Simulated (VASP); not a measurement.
An input for Quantum ESPRESSO's pw.x (written as the equivalent of a VASP run, and not itself run):

```
&CONTROL
  calculation = 'vc-relax'
  pseudo_dir = './pseudo'
  outdir = './out'
  tprnfor = .true.
  tstress = .true.
  nstep = 60
  forc_conv_thr = 0.00039
/
&SYSTEM
  ibrav = 0
  nat = 2
  ntyp = 2
  ecutwfc = 88
  occupations = 'smearing'
  smearing = 'gaussian'
  degauss = 0.003675
  input_dft = 'pz'
/
&ELECTRONS
  conv_thr = 7.3e-08
  electron_maxstep = 100
/
&IONS
/
&CELL
/
ATOMIC_SPECIES
  Be 9.012 Be.upf
  Se 78.971 Se.upf
CELL_PARAMETERS angstrom
     0.0000000    2.5700000    2.5700000
     2.5700000    0.0000000    2.5700000
     2.5700000    2.5700000    0.0000000
ATOMIC_POSITIONS crystal
  Be   0.0000000  0.0000000  0.0000000
  Se   0.2500000  0.2500000  0.2500000
K_POINTS automatic
  8 8 8 0 0 0
```

Problem. Write the VASP files for the same calculation (LDA).

Solution. One answer among several that fit: 
### INCAR
```
ISIF=3   ! ions, shape and volume
LWAVE=.FALSE.
LMAXMIX=4   ! l cut-off of mixed one-centre charges
SYSTEM=BeSe
NSW=60   ! most ionic steps
LCHARG=.FALSE.
NELM=100
EDIFFG=-0.01   ! ionic stop
SIGMA=0.05   ! width (eV)
EDIFF=1E-6
PREC=Accurate
LASPH=.TRUE.
IBRION=2
ISMEAR=0   ! Gaussian
LREAL=.FALSE.
ENCUT=520
ALGO=Normal   ! blocked Davidson
```

KPOINTS:
```
Automatic mesh
0
Gamma
8 8 8
0 0 0
```

POSCAR:
```
BeSe
1.0
  0.0000000000   2.5700000000   2.5700000000
  2.5700000000   0.0000000000   2.5700000000
  2.5700000000   2.5700000000   0.0000000000
Be Se
1 1
Cart
  0.0000000000   0.0000000000   0.0000000000
  1.2850000000   1.2850000000   1.2850000000
```

POTCAR, in this order: Be Se (LDA.64 set). Program: vasp_std.

Limits of the translation: the potentials are each code's own (VASP's PAW set, PseudoDojo norm-conserving files in pw.x), so ENCUT and ecutwfc are chosen apart and not converted; conv_thr bounds pw.x's estimated SCF error, while EDIFF bounds the energy change between steps; forc_conv_thr acts on force components and is met together with etot_conv_thr.

The compound is BeSe in the zinc blende structure. This run relaxes it. Symmetry was kept, so distortions that lower it aren't found.
